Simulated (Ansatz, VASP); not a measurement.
# Zr2SNO (Zr2NOS MXene monolayer): VASP beside Ansatz

Wanted: the spread between two codes on one cell, functional and k mesh. The cell is taken from a series of runs on this material, whose earlier steps may have relaxed, scaled, displaced or heated it; both programs get it as it stands.

Calculated with Ansatz 0.2.0; plane waves, with VASP 6.6.1 beside it; single point at PBE with D3(BJ).

**1. The structure**

The cell holds 5 atoms: 1 S, 2 Zr, 1 N and 1 O. Cell: a = 3.315 Å, b = 3.315 Å, c = 23.207 Å, α = 90.0°, β = 90.0°, γ = 120.0°. Vacuum lies along c.

Structure file:

```xyz
5
Lattice="3.3153 0.0000 0.0000 -1.6576 2.8711 0.0000 0.0000 0.0000 23.2071" Properties=species:S:1:pos:R:3
S     0.0000    1.9141    9.0000
Zr    1.6576    0.9570   10.6081
Zr    0.0000    1.9141   13.2654
N     3.3153    0.0000   11.9698
O     1.6576    0.9570   14.2071
```

**2. VASP: single point, PBE with D3(BJ)**

With cell and atoms fixed, the geometry can't cause a difference; cores, projectors, grids and the points listed under the comparison can.

Lines of VASP's logs that name or quote its potential files are left out, and so is its time.

File INCAR:

```
SYSTEM = Zr2SNO
PREC = Accurate
ENCUT = 520
EDIFF = 1E-06
NELM = 120
ISMEAR = -1
SIGMA = 0.02585
LREAL = .FALSE.
ALGO = Normal
GGA = PE
IVDW = 12
NBANDS = 26
LASPH = .TRUE.
LORBIT = 11
LWAVE = .FALSE.
LCHARG = .FALSE.
ISIF = 2
LDIPOL = .TRUE.
IDIPOL = 3
DIPOL = 0.5 0.5 0.51
LVHAR = .TRUE.
GGA_COMPAT = .FALSE.
NELMDL = -8
KPAR = 2
```

File POSCAR:

```
Zr2SNO
1.0
    3.3152587672      0.0000000000      0.0000000000
   -1.6576293836      2.8710983125      0.0000000000
    0.0000000000      0.0000000000     23.2071388018
S Zr N O
1 2 1 1
Direct
    0.3333333333      0.6666666667      0.3878117021
    0.6666666666      0.3333333334      0.4571056693
    0.3333333333      0.6666666667      0.5716078725
    1.0000000000      0.0000000000      0.5157804281
    0.6666666666      0.3333333334      0.6121882979
```

File KPOINTS:

```
Automatic mesh
0
Gamma
18 18 1
0 0 0
```

The projector-augmented-wave data sets are S, Zr_sv, N and O (PBE family, release 64).

The run is started by

```
mpirun -np 2 vasp_std
```

Numbers of over 12 decimals in the logs are rounded to 6 here.

The program printed:

```text
[banner, memory and clock lines left out]
running    2 mpi-ranks, on    1 nodes
 distrk:  each k-point on    1 cores,    2 groups
 distr:  one band on    1 cores,    1 groups

 POSCAR found type information on POSCAR S ZrN O
 POSCAR found :  4 types and       5 ions
 LDA part: xc-table for (Slater+PW92), standard interpolation
 POSCAR, INCAR and KPOINTS ok, starting setup
 FFT: planning ... GRIDC
 FFT: planning ... GRID_SOFT
 FFT: planning ... GRID
 WAVECAR not read
 entering main loop
       N       E                     dE             d eps       ncg     rms          rms(c)
DAV:   1     0.421784330124E+03    0.42178E+03   -0.19882E+04  2164   0.132E+03
DAV:   2    -0.291650999917E+01   -0.42470E+03   -0.41750E+03  2382   0.368E+02
DAV:   3    -0.488914844910E+02   -0.45975E+02   -0.45571E+02  2872   0.111E+02
DAV:   4    -0.518566018501E+02   -0.29651E+01   -0.29585E+01  3134   0.262E+01
DAV:   5    -0.520049545207E+02   -0.14835E+00   -0.14833E+00  2856   0.424E+00
DAV:   6    -0.520077100071E+02   -0.27555E-02   -0.27553E-02  2912   0.719E-01
DAV:   7    -0.520078301971E+02   -0.12019E-03   -0.12019E-03  2872   0.110E-01
DAV:   8    -0.520078325568E+02   -0.23597E-05   -0.23598E-05  2864   0.195E-02    0.300E+01
DAV:   9    -0.448655012451E+02    0.71423E+01   -0.43525E+01  2330   0.365E+01    0.134E+01
DAV:  10    -0.447075527077E+02    0.15795E+00   -0.44286E+00  2592   0.115E+01    0.707E+00
DAV:  11    -0.446617613653E+02    0.45791E-01   -0.54324E-01  2616   0.472E+00    0.938E-01
DAV:  12    -0.446526873733E+02    0.90740E-02   -0.16101E-01  3094   0.236E+00    0.807E-01
DAV:  13    -0.446491449191E+02    0.35425E-02   -0.27933E-02  2510   0.917E-01    0.430E-01
DAV:  14    -0.446473923063E+02    0.17526E-02   -0.12382E-02  2708   0.641E-01    0.125E-01
[...]
DAV:  21    -0.446475010716E+02   -0.98186E-04   -0.31983E-06  2042   0.917E-03    0.220E-03
DAV:  22    -0.446475559832E+02   -0.54912E-04   -0.35751E-06  1938   0.624E-03    0.148E-03
DAV:  23    -0.446475808631E+02   -0.24880E-04   -0.91101E-07  1716   0.379E-03    0.102E-03
DAV:  24    -0.446475876230E+02   -0.67599E-05   -0.27111E-07  1434   0.232E-03    0.443E-04
DAV:  25    -0.446475942231E+02   -0.66001E-05   -0.48316E-07  1634   0.186E-03    0.432E-04
DAV:  26    -0.446475968416E+02   -0.26186E-05   -0.11342E-07  1346   0.137E-03    0.218E-04
DAV:  27    -0.446475995331E+02   -0.26914E-05   -0.15428E-07  1524   0.109E-03    0.317E-04
DAV:  28    -0.446476002097E+02   -0.67660E-06   -0.18049E-08  1156   0.660E-04
   1 F= -.45993299E+02 E0= -.45990841E+02  d E =-.491633E-02
```

Parts of OUTCAR (step 2):

```text
ion  position               nearest neighbor table
   1  0.333  0.667  0.388-   2 2.50   2 2.50   2 2.50
   2  0.667  0.333  0.457-   4 2.35   4 2.35   4 2.35   1 2.50   1 2.50   1 2.50   3 3.27   3 3.27
                             3 3.27
   3  0.333  0.667  0.572-   5 2.13   5 2.13   5 2.13   4 2.31   4 2.31   4 2.31   2 3.27   2 3.27
                             2 3.27
   4  0.000  0.000  0.516-   3 2.31   3 2.31   3 2.31   2 2.35   2 2.35   2 2.35
   5  0.667  0.333  0.612-   3 2.13   3 2.13   3 2.13

  LATTYP: Found a hexagonal cell.
 ALAT       =     3.3152587672
 C/A-ratio  =     7.0000987650

 Subroutine GETGRP returns: Found  6 space group operations
 (whereof  6 operations were pure point group operations)

The static configuration has the point symmetry C_3v.

 Found     37 irreducible k-points:

   k-points           NKPTS =     37   k-points in BZ     NKDIM =     37   number of bands    NBANDS=     26

   dimension x,y,z NGX =    28 NGY =   28 NGZ =  180
   dimension x,y,z NGXF=    56 NGYF=   56 NGZF=  360

   ENCUT  =  520.0 eV  38.22 Ry    6.18 a.u.   6.16  6.16 43.15*2*pi/ulx,y,z

   NELECT =      41.0000    total number of electrons

 k-points in reciprocal lattice and weights: Automatic mesh
   0.00000000  0.00000000  0.00000000       0.003
   0.05555556  0.00000000  0.00000000       0.019
   0.11111111  0.00000000  0.00000000       0.019
   0.16666667  0.00000000  0.00000000       0.019
   0.22222222 -0.00000000  0.00000000       0.019
   0.27777778  0.00000000  0.00000000       0.019
   0.33333333  0.00000000  0.00000000       0.019
   0.38888889  0.00000000  0.00000000       0.019
   0.44444444 -0.00000000  0.00000000       0.019
[...]
0.33333333  0.27777778  0.00000000       0.037
   0.33333333  0.33333333  0.00000000       0.006

 dipolmoment           0.000000      0.000000     -0.057173 electrons x Angstroem

 average (electrostatic) potential at core
       1 -91.5887       2 -84.4391       3 -85.5460       4 -69.9785       5 -76.8572

 E-fermi :  -0.5727

 k-point     1 :       0.0000    0.0000    0.0000
  band No.  band energies     occupation
    ...
     16      -4.2524      2.00000
     17      -4.2524      2.00000
     18      -3.1478      2.00000
     19      -1.5393      2.00000
     20      -1.5393      2.00000
     21      -0.0537      0.00000
     22      -0.0537      0.00000
     23       0.0767      0.00000
     24       1.5786      0.00000
     25       1.6179      0.00000
    ...

 k-point     2 :       0.0556    0.0000    0.0000
  band No.  band energies     occupation
    ...
     16      -4.3952      2.00000
     17      -4.2694      2.00000
     18      -3.1244      2.00000
     19      -1.7186      2.00000
     20      -1.6204      2.00000
     21      -0.1234      0.00000
     22       0.0743      0.00000
     23       0.2081      0.00000
     24       1.4212      0.00000
     25       1.6396      0.00000
    ...

 k-point     3 :       0.1111    0.0000    0.0000
  band No.  band energies     occupation
    ...
     16      -4.6203      2.00000
     17      -4.3210      2.00000
     18      -3.2395      2.00000
     19      -2.0393      2.00000
     20      -1.7844      2.00000
     21      -0.3230      0.00013
     22       0.3616      0.00000
     23       0.4645      0.00000
     24       1.3712      0.00000
     25       1.7361      0.00000
    ...

 Edisp (eV)   -1.34570

  Total       0.03848     0.03848    -0.00263     0.00000     0.00000     0.00000
  in kB       0.27910     0.27910    -0.01911     0.00000     0.00000     0.00000
  external pressure =        0.18 kB  Pullay stress =        0.00 kB

  energy-cutoff  :      520.00
  volume of cell :      220.90
      direct lattice vectors                 reciprocal lattice vectors
     3.315258767  0.000000000  0.000000000     0.301635580  0.174149383  0.000000000
    -1.657629384  2.871098313  0.000000000     0.000000000  0.348298766  0.000000000
     0.000000000  0.000000000 23.207138802     0.000000000  0.000000000  0.043090189

 POSITION                                       TOTAL-FORCE (eV/Angst)
 -----------------------------------------------------------------------------------
     -0.00000      1.91407      9.00000         0.000000     -0.000000      0.001771
      1.65763      0.95703     10.60811        -0.000000      0.000000     -0.015868
     -0.00000      1.91407     13.26538        -0.000000      0.000000     -0.011646
      0.00000      0.00000     11.96979        -0.000000     -0.000000     -0.002592
      1.65763      0.95703     14.20714         0.000000     -0.000000      0.028334
 -----------------------------------------------------------------------------------
    total drift:                                0.000001     -0.000001     -0.000372

  FREE ENERGIE OF THE ION-ELECTRON SYSTEM (eV)
  ---------------------------------------------------
  free  energy   TOTEN  =       -45.9932987361 eV

  energy  without entropy=      -45.9883824099  energy(sigma->0) =      -45.99084057

 vacuum level on the upper side and lower side of the slab         4.011         5.098

 total charge
# of ion       s       p       d       tot
------------------------------------------
    1        1.357   2.406   0.000   3.763
    2        2.175   6.029   1.642   9.846
    3        2.169   6.042   1.495   9.706
    4        1.246   2.446   0.000   3.692
    5        1.567   3.468   0.000   5.036
--------------------------------------------------
tot          8.515  20.392   3.136  32.043

[... 3 further parts left out ...]
```

This run has no spin polarisation. Its electron count is odd, so without a moment it is a metal by construction.

**3. Ansatz: single point, PBE with D3(BJ)**

Ansatz runs on its PAW soft_1 files.

The same cell, functional, mesh and smearing now go to Ansatz, which takes its cutoff from its data sets.

File input.yaml:

```yaml
crystal:
  lattice:
    - [3.3152587672, 0.0, 0.0]
    - [-1.6576293836, 2.8710983125, 0.0]
    - [0.0, 0.0, 23.2071388018]
  atoms:
    - { symbol: S, position: [0.3333333333, 0.6666666667, 0.3878117021] }
    - { symbol: Zr, position: [0.6666666667, 0.3333333333, 0.4571056693] }
    - { symbol: "N", position: [0.0, 0.0, 0.5157804281] }
    - { symbol: Zr, position: [0.3333333333, 0.6666666667, 0.5716078725] }
    - { symbol: O, position: [0.6666666667, 0.3333333333, 0.6121882979] }
kpoints:
  mp_grid: { grid: [18, 18, 1] }
  band_path:
    path: [[0, 0, 0], [0.5, 0, 0], [0.33333333, 0.33333333, 0], [0, 0, 0]]
    npoints: 16
hamiltonian:
  xc: pbe
  dispersion: d3bj
  pseudopotentials: { kind: paw, azcp: { folder: soft_1 } }
scf:
  occupations: { method: fermi_dirac, width: 0.02585 }
  convergence: { dr2_threshold: 1.0e-10 }
efield:
  axis: 3
  dipole_correction: true
  ramp_position: 0.97
  ramp_width: 0.06
  amplitude: 0
output:
  dos: { projected: true, e_range: [-6, 5] }
  write_potential: true
  write_density: true
  volumetric_format: npy
  elf: true
```

The run is started by

```
ansatz run input.yaml --threads 2 --pin off --max-ram 3072MiB --backend cpu --events-out ev --progress --plain --runs-dir out
```

The program printed:

```text
Engine: ansatz 0.2.0, aarch64-unknown-linux-gnu
Pseudopotentials: kind: paw
Pseudopotential: S, paw, valence charge 6, recommended cutoff 420 eV (normal), soft_1/S.paw.azcp
Pseudopotential: Zr, paw, valence charge 12, recommended cutoff 420 eV (normal), soft_1/Zr.paw.azcp
Pseudopotential: N, paw, valence charge 5, recommended cutoff 420 eV (normal), soft_1/N.paw.azcp
Pseudopotential: O, paw, valence charge 6, recommended cutoff 420 eV (normal), soft_1/O.paw.azcp
Functional definition: PBE
  parameter kappa = 0.804
  parameter beta = 0.066725
  exchange = pbe_x(kappa = kappa, mu = beta*pi^2/3)
  correlation = pbe_c(beta = beta)
Crystal: 5 atoms, lattice volume = 220.896 Å³
Basis set: ecut = 420 eV, 4397 PW (Γ)
Bands: 26, of which v1, the nominal top of the filled ones, is band 21 counted from 1 (20 counted from 0)
Symmetry: 6 space group operations
Space group: P3m1 (ITA 156), of the structure as read, at distance tolerance 6.0e-5 Å
k-points: 37 of 324 (time reversal used)
Non-local potential: S, projectors of the file, l = 0: 2, l = 1: 2, l = 2: 1
Non-local potential: Zr, projectors of the file, l = 0: 3, l = 1: 2, l = 2: 2, l = 3: 1
Non-local potential: N, projectors of the file, l = 0: 2, l = 1: 2, l = 2: 1
Non-local potential: O, projectors of the file, l = 0: 2, l = 1: 2, l = 2: 1
PAW form: soft (Blöchl's): semilocal exchange-correlation on the pseudo side does not see the compensation charge
PAW one-centre angular grid: S, 110 points (default); XC on 64 Gauss nodes
PAW one-centre angular grid: Zr, 590 points (default); XC on 64 Gauss nodes
PAW one-centre angular grid: N, 110 points (default); XC on 64 Gauss nodes
PAW one-centre angular grid: O, 110 points (default); XC on 64 Gauss nodes
Initial density: superposition of atomic densities (neutral atoms: chi_scale 0, normalization atom)
Initial wavefunctions: pseudopotential atomic-orbital guess
Functional: x = pbe(κ = 0.804, μ = 0.219515), c = pbe(β = 0.066725)
SCF iter   1: F=—  HF=-10234.712000 eV  |F-HF|=—  |Δ(HF+E_count)|=         —  Δρ=7.82e-2  dr2=1.72e1  ethr=3.10e-3  p=0.000 e·Å  D=2.94e-7 V/Å  ΔV_dip=-0.00 eV  dr2_dipole=2.09e-8  V_vac-E_F(+/−)=7.57/7.57 eV  ⟨swp⟩=9.7  Hψ=5890  notcnv=0
efield: sawtooth ramp at fractional position 0.9700 (set: `efield.ramp_position`, or a place that a band, a saddle search or an elastic batch's reference lends), width 0.0600; the density the first Hamiltonian is built on has a dipole p = 0.000 e·Å; the dipole correction subtracts the counter field D = 2.94e-7 V/Å, which shifts the + side's vacuum level by -0.00 eV against the − side's; the planar-averaged density in the ramp window peaks in size at 6.4e-7 e/Å³
preconditioner: auto → LDOS  [insulator: Δε(μ)=0.064 eV  Ē_g=9.504 eV  σ=0.026 eV  W_gap=0.50  n_scr=14 (ndim 8)  ℏωp=12.0 eV  f_vac=0.626  D(μ)=1.20/eV (n_scr^D=6)  ε∞_Penn≈2.6  β→1.0]
SCF iter   2: F=—  HF=-10237.957312 eV  |F-HF|=—  |Δ(HF+E_count)|=    3.25e0  Δρ=1.27e-1  dr2=4.01e1  ethr=3.10e-3  p=0.137 e·Å  D=1.12e-1 V/Å  ΔV_dip=-2.61 eV  dr2_dipole=2.21e-1  V_vac-E_F(+/−)=1.98/4.59 eV  ⟨swp⟩=5.8  Hψ=3257  notcnv=0  defer=40  recentre
SCF iter   3: F=—  HF=-10230.404221 eV  |F-HF|=—  |Δ(HF+E_count)|=    7.55e0  Δρ=1.65e-2  dr2=8.79e-1  ethr=3.10e-3  p=0.040 e·Å  D=3.29e-2 V/Å  ΔV_dip=-0.76 eV  dr2_dipole=2.70e-3  V_vac-E_F(+/−)=5.23/5.99 eV  ⟨swp⟩=4.2  Hψ=2988  notcnv=0  defer=31
SCF iter   4: F=—  HF=-10230.219894 eV  |F-HF|=—  |Δ(HF+E_count)|=   1.84e-1  Δρ=3.67e-3  dr2=3.52e-2  ethr=2.14e-3  p=0.065 e·Å  D=5.32e-2 V/Å  ΔV_dip=-1.23 eV  dr2_dipole=1.43e-4  V_vac-E_F(+/−)=4.51/5.74 eV  ⟨swp⟩=2.5  Hψ=1795  notcnv=0  defer=34
SCF iter   5: F=—  HF=-10230.214553 eV  |F-HF|=—  |Δ(HF+E_count)|=   5.34e-3  Δρ=1.28e-3  dr2=4.94e-3  ethr=8.58e-5  p=0.058 e·Å  D=4.73e-2 V/Å  ΔV_dip=-1.10 eV  dr2_dipole=4.12e-5  V_vac-E_F(+/−)=4.53/5.62 eV  ⟨swp⟩=3.6  Hψ=2221  notcnv=0  defer=34
SCF iter   6: F=—  HF=-10230.213894 eV  |F-HF|=—  |Δ(HF+E_count)|=   6.60e-4  Δρ=2.74e-4  dr2=2.91e-4  ethr=1.21e-5  p=0.059 e·Å  D=4.81e-2 V/Å  ΔV_dip=-1.12 eV  dr2_dipole=2.06e-5  V_vac-E_F(+/−)=4.55/5.67 eV  ⟨swp⟩=2.6  Hψ=1883  notcnv=0  defer=34
SCF iter   7: F=—  HF=-10230.214012 eV  |F-HF|=—  |Δ(HF+E_count)|=   1.18e-4  Δρ=1.15e-4  dr2=5.54e-5  ethr=7.10e-7  p=0.059 e·Å  D=4.80e-2 V/Å  ΔV_dip=-1.11 eV  dr2_dipole=6.25e-6  V_vac-E_F(+/−)=4.57/5.68 eV  ⟨swp⟩=2.5  Hψ=1602  notcnv=0  defer=34
SCF iter   8: F=—  HF=-10230.214007 eV  |F-HF|=—  |Δ(HF+E_count)|=   5.53e-6  Δρ=4.05e-5  dr2=8.39e-6  ethr=1.35e-7  p=0.059 e·Å  D=4.82e-2 V/Å  ΔV_dip=-1.12 eV  dr2_dipole=1.51e-6  V_vac-E_F(+/−)=4.57/5.68 eV  ⟨swp⟩=2.6  Hψ=1649  notcnv=0  defer=34
SCF iter   9: F=—  HF=-10230.214007 eV  |F-HF|=—  |Δ(HF+E_count)|=   7.39e-7  Δρ=1.92e-5  dr2=2.56e-6  ethr=2.05e-8  p=0.059 e·Å  D=4.82e-2 V/Å  ΔV_dip=-1.12 eV  dr2_dipole=4.41e-7  V_vac-E_F(+/−)=4.57/5.69 eV  ⟨swp⟩=2.4  Hψ=1421  notcnv=0  defer=34
SCF iter  10: F=—  HF=-10230.213917 eV  |F-HF|=—  |Δ(HF+E_count)|=   9.10e-5  Δρ=7.25e-6  dr2=2.08e-7  ethr=6.25e-9  p=0.059 e·Å  D=4.83e-2 V/Å  ΔV_dip=-1.12 eV  dr2_dipole=2.29e-8  V_vac-E_F(+/−)=4.57/5.69 eV  ⟨swp⟩=2.5  Hψ=1285  notcnv=0  defer=34
SCF iter  11: F=—  HF=-10230.213917 eV  |F-HF|=—  |Δ(HF+E_count)|=   6.51e-9  Δρ=2.11e-6  dr2=2.16e-8  ethr=5.08e-10  p=0.059 e·Å  D=4.83e-2 V/Å  ΔV_dip=-1.12 eV  dr2_dipole=2.16e-9  V_vac-E_F(+/−)=4.57/5.69 eV  ⟨swp⟩=2.2  Hψ=1622  notcnv=0  defer=34
SCF iter  12: F=—  HF=-10230.213917 eV  |F-HF|=—  |Δ(HF+E_count)|=   1.04e-8  Δρ=1.05e-6  dr2=1.92e-9  ethr=5.28e-11  p=0.059 e·Å  D=4.83e-2 V/Å  ΔV_dip=-1.12 eV  dr2_dipole=3.87e-12  V_vac-E_F(+/−)=4.57/5.69 eV  ⟨swp⟩=2.0  Hψ=1667  notcnv=0  defer=34
SCF iter  13: F=—  HF=-10230.213917 eV  |F-HF|=—  |Δ(HF+E_count)|=  7.17e-10  Δρ=2.67e-7  dr2=1.65e-10  ethr=4.69e-12  p=0.059 e·Å  D=4.83e-2 V/Å  ΔV_dip=-1.12 eV  dr2_dipole=2.98e-12  V_vac-E_F(+/−)=4.57/5.69 eV  ⟨swp⟩=2.4  Hψ=1742  notcnv=0  defer=34
SCF iter  14: F=-10230.213917 eV  HF=-10230.213917 eV  |F-HF|=2.73e-11  |Δ(HF+E_count)|=  2.13e-10  Δρ=6.21e-8  dr2=7.18e-12  ethr=1.00e-12  p=0.059 e·Å  D=4.83e-2 V/Å  ΔV_dip=-1.12 eV  dr2_dipole=1.55e-16  V_vac-E_F(+/−)=4.57/5.69 eV  ⟨swp⟩=12.3  Hψ=3862  notcnv=0
SCF 1 converged in 14 iterations: F = -10230.213917 eV  dr2 = 7.18e-12
  greatest PAW one-centre occupation: 0.997 electrons in one spin orbital (limit 2), on the Zr atom at site 3 (counted from 0), in its partial waves of l = 0
NSCF: frozen V_eff on 49 k-points
efield: sawtooth ramp at fractional position 0.9700 (kept from the solve that this one continues, or follows in the run), width 0.0600; the density the first Hamiltonian is built on has a dipole p = 0.059 e·Å; the dipole correction subtracts the counter field D = 4.83e-2 V/Å, which shifts the + side's vacuum level by -1.12 eV against the − side's; the planar-averaged density in the ramp window peaks in size at 7.5e-7 e/Å³
WARN: The output density's exchange-correlation potential varies sharply where the density is thin. Do not read a vacuum level from v_tot or v_xc, or from such a field of the output density. On a cell that repeats whose density bears no net charge and no dipole along the vacuum's axis use v_es (v_loc + v_h of the components); under efield.dipole_correction with no amplitude use v_es + v_field, which holds any externa [...]
SCF converged after 14 iterations
Free energy (F): -10230.213917 eV
Harris-Foulkes:  -10230.213917 eV  (|F-HF|=2.73e-11)
Internal energy: -10230.208991 eV  (E = F + TS)
E sigma→0 (E₀):  -10230.211454 eV
Entropy (-TS):   -0.004926 eV (-0.985 meV/atom)
Fermi energy:    0.777011 eV
Dipole field:    D = 0.048263 V/Å  (p = 0.058917 e·Å, saw-weighted, corrected)
Work function:   Φ+ = 4.5654 eV   Φ− = 5.6854 eV
Levels:          The Fermi level and band energies are counted from a zero that moves with the ramp; work functions are not
--- Per-component energies (eV) ---
  E_band       = -666.987932
  E_kinetic    = 1038.196905
  E_local      = -34693.611673  (includes V_loc(G=0)·N_el)
  E_nonlocal   = 267.815117
  E_hartree    = 16800.404671
  E_xc         = -532.772265
  E_vxc        = -619.480442  (∫ρ·V_xc dr)
  E_paw        = -6825.699856  (= ΣΔE_a)
  E_vpaw       = -260.247358  (= ΣTr[D̂ρ^β])
  E_aug_tail   = 0.001582  (compensation charges beyond the density's cutoff)
  E_efield     = 0.001422  (sawtooth field / dipole correction)
  E_vefield    = -0.471457  (∫n·V_field dr)
  E_ewald      = 13716.800960
  E_disp       = -1.345854  (pairwise vdW)
  E_smearing   = -0.004926  (= −TS)
  E_closure    = -0.000000  (closes the sum)
  Σ components = -10230.213917   (vs F -10230.213917, Δ=0.00e0)
--- Band table (eV; the first three rows and the last of 37) ---
  k-point 0: bands = [... 17 lower, -1.7962, -0.1907, -0.1907, 1.2949, 1.2949, 1.4264, 2.9229, 2.9637, ... 1 higher]
  k-point 1: bands = [... 17 lower, -1.7736, -0.3693, -0.2720, 1.2261, 1.4230, 1.5566, 2.7677, 2.9855, ... 1 higher]
  k-point 2: bands = [... 17 lower, -1.8905, -0.6877, -0.4363, 1.0266, 1.7103, 1.8125, 2.7188, 3.0819, ... 1 higher]
  k-point 36: bands = [... 17 lower, -3.3552, -2.2724, -1.9750, 1.8800, 2.0445, 2.8220, 3.5084, 3.8365, ... 1 higher]
```

Reading the cycles: dr2 is the Hartree energy of the density residual (eV), the measure of convergence; HF is the Harris–Foulkes estimate of the energy, which meets the free energy F at convergence.

**4. Side by side**

Known differences besides the potentials themselves: the cutoff is 420 eV in Ansatz and 520 eV in VASP. Total energies have different zeros and are not compared.

Compared:

```csv
quantity,Ansatz,VASP,difference
"work function, lower of the two faces (eV)",4.57,4.58,-0.02
"work function, higher of the two faces (eV)",5.69,5.67,+0.01
```

With vacuum in the cell, a pressure given here is an average over mostly empty space and none of the material.

**5. What came out**

```json
{
  "difference in work function, lower of the two faces (single point, PBE with D3(BJ))": "-0.018 eV"
}
```

The difference in work function, lower of the two faces is -0.018 eV (single point, PBE with D3(BJ)). Such differences can come from data sets, numerical settings and the points named under the comparisons, not from the functional's error against experiment.

[Lines on the potential files, build, host, timing and source positions are cut from VASP's logs without a mark.]

[Logs are printed without paths, hosts, clocks, repeated set-up lines and the standing remarks that a program may print on its own settings, such as how far it seeks lower states.]

[Hosts, paths, dates, database ids (printed as entryN), source tags and the programs' standing remarks are cut or masked in the printed files.]
